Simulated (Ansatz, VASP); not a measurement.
This is a calculation of CoSi2Se4 for VASP 6.6.1.

File INCAR:

```
ALGO = Normal ; EDIFF = 1E-7
ENCUT = 520 ; GGA = PE
ISIF = 2 ; ISMEAR = -1
ISPIN = 2 ; LASPH = True
LCHARG = False ; LMAXMIX = 4
LORBIT = 11 ; LREAL = False
LWAVE = False ; MAGMOM = 0 0 0 0 2 0 0
NBANDS = 34 ; NELM = 150
PREC = Accurate ; SIGMA = 0.05
```

KPOINTS

```
k-points
0
Gamma
  8 8 5
```

POSCAR

```
CoSi2Se4
1.0
    6.6856630000     -1.8016410000      0.0000000000
    6.6856630000      1.8016410000      0.0000000000
   -2.8248560000      0.0000000000      5.5918680000
Se Co Si
4 1 2
Direct
    0.1167370000      0.1167370000      0.4366250000
    0.8832630000      0.8832630000      0.5633750000
    0.3811150000      0.3811150000      0.0254230000
    0.6188850000      0.6188850000      0.9745770000
    0.0000000000      0.0000000000      0.0000000000
    0.2637490000      0.2637490000      0.2846190000
    0.7362510000      0.7362510000      0.7153810000
```

Potentials or basis: VASP PAW PBE potentials, release 64 (Se, Co, Si).

Run with:

```sh
$ cat potpaw_PBE.64/Se/POTCAR potpaw_PBE.64/Co/POTCAR potpaw_PBE.64/Si/POTCAR > POTCAR
$ mpirun -np 1 vasp_std > vasp.out
```

Question: Set up the same calculation for Ansatz 0.2.0. Potentials there: Ansatz PAW.

Answer: As run (the cutoff follows the program's own potentials):

input.yaml

```yaml
crystal:
  lattice:
    - [6.685663, -1.801641, 0.0]
    - [6.685663, 1.801641, 0.0]
    - [-2.824856, 0.0, 5.591868]
  atoms:
    - { symbol: Se, position: [0.116737, 0.116737, 0.436625] }
    - { symbol: Se, position: [0.883263, 0.883263, 0.563375] }
    - { symbol: Se, position: [0.381115, 0.381115, 0.025423] }
    - { symbol: Se, position: [0.618885, 0.618885, 0.974577] }
    - { symbol: Co, position: [0.0, 0.0, 0.0], spin: 2.0 }
    - { symbol: Si, position: [0.263749, 0.263749, 0.284619] }
    - { symbol: Si, position: [0.736251, 0.736251, 0.715381] }
hamiltonian:
  xc: pbe
  pseudopotentials: { kind: paw }
magnetization:
  spin_polarized: true
kpoints:
  mp_grid: { grid: [8, 8, 5] }
scf:
  occupations: { method: fermi_dirac, width: 0.05 }
output:
  forces: true
  stress: true
  eigenvalues: true
```

Potentials or basis: Ansatz PAW.

Run with:

```console
$ ansatz run input.yaml --threads 4 --pin off --max-ram 10240MiB --backend cpu --events-out ev --progress --plain --runs-dir out
```

Both were run:

|  | VASP | Ansatz | Ansatz less VASP |
| --- | --- | --- | --- |
| gap on the k mesh at the Fermi level (eV) | none | none | - |
| pressure (GPa) | -0.3 | -0.4 | -0.05 |
| largest component of the traceless stress (GPa) | 0.25 | 0.24 | -0.009 |
| rms of the force components (eV/Å) | 0.027 | 0.026 | -0.0010 |
| net moment per atom (μB) | 0.02 | 0.02 | +0.001 |
| size of the moment on the site where the two differ most (μB) | 0.15 | 0.16 | +0.007 |

Site moments also hang on the region over which each program counts them. Atom by atom the forces differ by 0.007 eV/Å (rms over components). A gap of «none» marks a metal or a gap that the smearing closes. The two sets of potentials don't hold the same shells in valence.

Caveats: the starting moments weren't kept (Ansatz). With open d or f shells a metallic result of PBE can be an artefact of self-interaction; +U or a hybrid may open a gap.
